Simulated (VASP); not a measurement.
**Al2In2N4 (ordered alloy cell): computed properties**

All values below come from PBEsol GGA, VASP's PBE PAW potentials (set 64) (plane waves; VASP).

| Item | Value |
|---|---|
| space group | Pmn2_1 (31) |
| cell | a = 3.296 Å, b = 5.843 Å, c = 5.291 Å, α = β = γ = 90.00° |
| volume per atom | 12.74 Å³/atom |
| band gap (over mesh and band path) | 1.05 eV |
| smallest direct gap (over mesh and band path) | 1.05 eV |
| band-edge character | direct, Γ to Γ |
| density | 5.54 g/cm³ |

```xyz
8
Lattice="3.4122 -5.7756 0.0000 1.6479 2.8542 0.0000 0.0000 0.0000 5.2906" Properties=species:S:1:pos:R:3 pbc="T T T"
In     1.7656    -1.0194     2.6353
In     1.5883     0.9858     5.2806
N      1.8316    -1.0575     4.7801
N      1.5224     1.0239     2.1347
N      3.2255    -3.7651     4.5675
N      3.5406    -2.0442     1.9222
Al     3.3754    -3.8516     2.6405
Al     3.3907    -1.9576     5.2858
```

Unless said otherwise, spin-orbit coupling is left out, though it shifts the bands of the heavy elements here.

The structure was generated: Al2In2N4 was put into an ordered model structure (Pmn2_1), which need not be its known phase. It was relaxed first. Symmetry was kept, so distortions that lower it aren't found.
